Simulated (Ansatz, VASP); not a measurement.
## Cross-check of WSe2 between VASP and Ansatz

Wanted: the spread between two codes on one cell, functional and k mesh. The cell is taken from a series of runs on this material, whose earlier steps may have relaxed, scaled, displaced or heated it; both programs get it as it stands.

Program: Ansatz 0.2.0. Level of theory: plane waves, with VASP 6.6.1 beside it; single point at HF with an exact-exchange share of 1. Results are calculated unless marked as measured.

**1. Set-up**

Symmetry: P6_3/mmc, No. 194, hexagonal system. Conventional cell: a = 3.290 Å, b = 3.290 Å, c = 12.970 Å, α = 90.00°, β = 90.00°, γ = 120.00°. W has 6 Se at 2.53 Å nearest. Nearest to Se lie 3 W at 2.53 Å. Farther neighbours and most contacts between anions are not listed.

Coordinates:

```cif
data_structure
_symmetry_space_group_name_H-M 'P 1'
_symmetry_Int_Tables_number 1
_cell_length_a 3.2900
_cell_length_b 3.2900
_cell_length_c 12.9700
_cell_angle_alpha 90.000
_cell_angle_beta 90.000
_cell_angle_gamma 120.000
_cell_volume 121.58
loop_
_atom_site_label
_atom_site_type_symbol
_atom_site_fract_x
_atom_site_fract_y
_atom_site_fract_z
_atom_site_occupancy
W1 W 0.33333 0.66667 0.25000 1
W2 W 0.66667 0.33333 0.75000 1
Se3 Se 0.33333 0.66667 0.62100 1
Se4 Se 0.66667 0.33333 0.12100 1
Se5 Se 0.33333 0.66667 0.87900 1
Se6 Se 0.66667 0.33333 0.37900 1
```

**2. VASP: single point, HF with an exact-exchange share of 1**

A single point gives forces, pressure and levels at one fixed geometry, so differences don't come from the geometry; what else differs is listed under the comparison.

Lines of VASP's logs that name or quote its potential files are left out, and so is its time.

The run reads the wave functions of an earlier VASP run, which isn't shown here.

The input, INCAR:

```
SYSTEM = WSe2
PREC = Accurate
ENCUT = 400
EDIFF = 1E-06
NELM = 100
ISMEAR = 0
SIGMA = 0.01
LREAL = .FALSE.
ALGO = Normal
LHFCALC = .TRUE.
AEXX = 1
GGA = PE
ALDAC = 0
AGGAC = 0
LASPH = .TRUE.
NBANDS = 24
PRECFOCK = Fast
LORBIT = 11
LWAVE = .FALSE.
LCHARG = .FALSE.
KPAR = 8
NCORE = 2
ISIF = 2
```

The input, POSCAR:

```
WSe2
1.0
    3.2900000000      0.0000000000      0.0000000000
   -1.6450000000      2.8492235785      0.0000000000
    0.0000000000      0.0000000000     12.9700000000
W Se
2 4
Direct
    0.3333333333      0.6666666667      0.2500000000
    0.6666666667      0.3333333333      0.7500000000
    0.3333333333      0.6666666667      0.6210000000
    0.6666666667      0.3333333333      0.1210000000
    0.3333333333      0.6666666667      0.8790000000
    0.6666666667      0.3333333333      0.3790000000
```

The input, KPOINTS:

```
Automatic mesh
0
Gamma
6 6 2
0 0 0
```

PAW data sets: W and Se (PBE family, release 64).

On the command line:

```sh
mpirun -np 16 vasp_std
```

Numbers of over 12 decimals in the logs are rounded to 6 here.

Output:

```text
[banner, memory and clock lines left out]
running   16 mpi-ranks, on    1 nodes
 distrk:  each k-point on    2 cores,    8 groups
 distr:  one band on    2 cores,    1 groups

 POSCAR found type information on POSCAR W Se
 POSCAR found :  2 types and       6 ions
 LDA part: xc-table for (Slater+PW92), standard interpolation
 found WAVECAR, reading the header
 POSCAR, INCAR and KPOINTS ok, starting setup
 FFT: planning ... GRIDC
 FFT: planning ... GRID_SOFT
 FFT: planning ... GRID
 reading WAVECAR
 the WAVECAR file was read successfully
 initial charge from wavefunction
 entering main loop
       N       E                     dE             d eps       ncg     rms          rms(c)
DAV:   1    -0.861015640473E+02   -0.86102E+02   -0.32358E+01   672   0.649E+01    0.596E+01
DAV:   2    -0.868888268404E+02   -0.78726E+00   -0.23254E+00   720   0.987E+00    0.432E+01
DAV:   3    -0.867298120594E+02    0.15901E+00   -0.50271E-01   680   0.405E+00    0.258E+01
DAV:   4    -0.867193131879E+02    0.10499E-01   -0.36367E-01   768   0.370E+00    0.149E+01
DAV:   5    -0.867672448124E+02   -0.47932E-01   -0.18574E-01   744   0.247E+00    0.914E+00
DAV:   6    -0.867512940919E+02    0.15951E-01   -0.29459E-02   688   0.117E+00    0.577E+00
DAV:   7    -0.867310265437E+02    0.20268E-01   -0.30465E-02   760   0.128E+00    0.364E+00
DAV:   8    -0.867372798693E+02   -0.62533E-02   -0.42114E-02   776   0.122E+00    0.222E+00
DAV:   9    -0.867436521708E+02   -0.63723E-02   -0.17887E-02   760   0.720E-01    0.106E+00
DAV:  10    -0.867406908394E+02    0.29613E-02   -0.22511E-03   720   0.397E-01    0.411E-01
DAV:  11    -0.867388839843E+02    0.18069E-02   -0.45347E-03   776   0.493E-01    0.128E-01
DAV:  12    -0.867401437630E+02   -0.12598E-02   -0.49534E-03   784   0.416E-01    0.859E-02
DAV:  13    -0.867406862464E+02   -0.54248E-03   -0.15416E-03   728   0.214E-01    0.145E-01
DAV:  14    -0.867401845321E+02    0.50171E-03   -0.20512E-04   752   0.137E-01    0.149E-01
[...]
DAV:  19    -0.867402093886E+02    0.10714E-06   -0.10751E-04   776   0.681E-02    0.259E-02
DAV:  20    -0.867402358082E+02   -0.26420E-04   -0.70107E-05   744   0.457E-02    0.143E-02
DAV:  21    -0.867402331908E+02    0.26174E-05   -0.10382E-05   712   0.212E-02    0.130E-02
DAV:  22    -0.867402243810E+02    0.88098E-05   -0.83913E-06   776   0.237E-02    0.133E-02
DAV:  23    -0.867402262146E+02   -0.18336E-05   -0.15344E-05   768   0.247E-02    0.124E-02
DAV:  24    -0.867402291711E+02   -0.29565E-05   -0.75168E-06   744   0.147E-02    0.573E-03
DAV:  25    -0.867402281565E+02    0.10147E-05   -0.75409E-07   488   0.717E-03    0.363E-03
DAV:  26    -0.867402272918E+02    0.86467E-06   -0.14995E-06   520   0.967E-03
   1 F= -.86740227E+02 E0= -.86740227E+02  d E =-.564824E-92
```

OUTCAR, selected parts (step 2):

```text
ion  position               nearest neighbor table
   1  0.333  0.667  0.250-   4 2.53   6 2.53   4 2.53   6 2.53   4 2.53   6 2.53
   2  0.667  0.333  0.750-   3 2.53   5 2.53   3 2.53   5 2.53   3 2.53   5 2.53
   3  0.333  0.667  0.621-   2 2.53   2 2.53   2 2.53
   4  0.667  0.333  0.121-   1 2.53   1 2.53   1 2.53
   5  0.333  0.667  0.879-   2 2.53   2 2.53   2 2.53
   6  0.667  0.333  0.379-   1 2.53   1 2.53   1 2.53

  LATTYP: Found a hexagonal cell.
 ALAT       =     3.2900000000
 C/A-ratio  =     3.9422492401

 Subroutine GETGRP returns: Found 24 space group operations
 (whereof 12 operations were pure point group operations)

The static configuration has the point symmetry D_3d.
 The point group associated with its full space group is D_6h.

 Found     14 irreducible k-points:

   k-points           NKPTS =     14   k-points in BZ     NKDIM =     72   number of bands    NBANDS=     24

   dimension x,y,z NGX =    24 NGY =   24 NGZ =   90
   dimension x,y,z NGXF=    48 NGYF=   48 NGZF=  180

   ENCUT  =  400.0 eV  29.40 Ry    5.42 a.u.   5.37  5.37 21.15*2*pi/ulx,y,z

   NELECT =      36.0000    total number of electrons

 k-points in reciprocal lattice and weights: Automatic mesh
   0.00000000  0.00000000  0.00000000       0.014
   0.16666667  0.00000000  0.00000000       0.083
   0.33333333  0.00000000  0.00000000       0.083
   0.50000000  0.00000000  0.00000000       0.042
   0.16666667  0.16666667  0.00000000       0.083
   0.33333333  0.16666667  0.00000000       0.167
   0.33333333  0.33333333  0.00000000       0.028
   0.00000000  0.00000000  0.50000000       0.014
   0.16666667  0.00000000  0.50000000       0.083
[...]
0.33333333  0.16666667  0.50000000       0.167
   0.33333333  0.33333333  0.50000000       0.028

  exchange ACFDT corr.  =         0.00000000  see jH, gK, PRB 81, 115126

 average (electrostatic) potential at core
       1 -21.6907       2 -21.6906       3 -35.8671       4 -35.8671       5 -35.8671
       6 -35.8671

 E-fermi :   3.9226

 k-point     1 :       0.0000    0.0000    0.0000
  band No.  band energies     occupation
    ...
     14       1.5441      2.00000
     15       1.5441      2.00000
     16       1.6584      2.00000
     17       2.0805      2.00000
     18       3.6522      2.00000
     19      12.1121      0.00000
     20      12.1122      0.00000
     21      12.2497      0.00000
     22      12.2497      0.00000
     23      12.3175      0.00000
    ...

 k-point     2 :       0.1667    0.0000    0.0000
  band No.  band energies     occupation
    ...
     14       0.6633      2.00000
     15       0.8149      2.00000
     16       1.7113      2.00000
     17       2.0365      2.00000
     18       2.7230      2.00000
     19      10.8373      0.00000
     20      11.4731      0.00000
     21      11.5652      0.00000
     22      11.8273      0.00000
     23      11.8775      0.00000
    ...

 k-point     3 :       0.3333    0.0000    0.0000
  band No.  band energies     occupation
    ...
     14       0.5101      2.00000
     15       1.0828      2.00000
     16       1.2549      2.00000
     17       1.2937      2.00000
     18       1.5167      2.00000
     19      10.5982      0.00000
     20      11.1432      0.00000
     21      11.3963      0.00000
     22      11.5651      0.00000
     23      12.4798      0.00000
    ...

  Total       -0.0948971     -0.0948971     -4.2309441      0.0000000      0.0000000      0.0000000
  in kB       -1.2505496     -1.2505496    -55.7552115      0.0000000      0.0000000      0.0000000
  external PRESSURE =     -19.4187702 kB  Pullay stress =       0.0000000 kB

  energy-cutoff  :      400.00
  volume of cell :      121.58
      direct lattice vectors                 reciprocal lattice vectors
     3.290000000  0.000000000  0.000000000     0.303951368  0.175486404  0.000000000
    -1.645000000  2.849223579  0.000000000     0.000000000  0.350972808  0.000000000
     0.000000000  0.000000000 12.970000000     0.000000000  0.000000000  0.077101002

 POSITION                                       TOTAL-FORCE (eV/Angst)
 -----------------------------------------------------------------------------------
     -0.00000      1.89948      3.24250         0.000000     -0.000000     -0.000000
      1.64500      0.94974      9.72750        -0.000000      0.000000      0.000000
     -0.00000      1.89948      8.05437         0.000000     -0.000000      1.478730
      1.64500      0.94974      1.56937         0.000000      0.000000      1.478730
     -0.00000      1.89948     11.40063        -0.000000     -0.000000     -1.478730
      1.64500      0.94974      4.91563         0.000000     -0.000000     -1.478730
 -----------------------------------------------------------------------------------
    total drift:                               -0.000000     -0.000000     -0.000000

  FREE ENERGIE OF THE ION-ELECTRON SYSTEM (eV)
  ---------------------------------------------------
  free  energy   TOTEN  =       -86.7402272918 eV

  energy  without entropy=      -86.7402272918  energy(sigma->0) =      -86.74022729

 total charge
# of ion       s       p       d       tot
------------------------------------------
    1        0.983   0.696   5.130   6.809
    2        0.983   0.696   5.130   6.809
    3        1.530   2.506   0.077   4.113
    4        1.530   2.506   0.077   4.113
    5        1.530   2.506   0.077   4.113
    6        1.530   2.506   0.077   4.113
--------------------------------------------------
tot          8.086  11.415  10.567  30.069

[... 3 further parts left out ...]
```

The run ends at a pressure of -1.94 GPa, with forces up to 1.5 eV/Å.

[end of part 1 of 2]

[Lines on the potential files, build, host, timing and source positions are cut from VASP's logs without a mark.]

[Logs are printed without paths, hosts, clocks, repeated set-up lines and the standing remarks that a program may print on its own settings, such as how far it seeks lower states.]

[Hosts, paths, dates, database ids (printed as entryN), source tags and the programs' standing remarks are cut or masked in the printed files.]
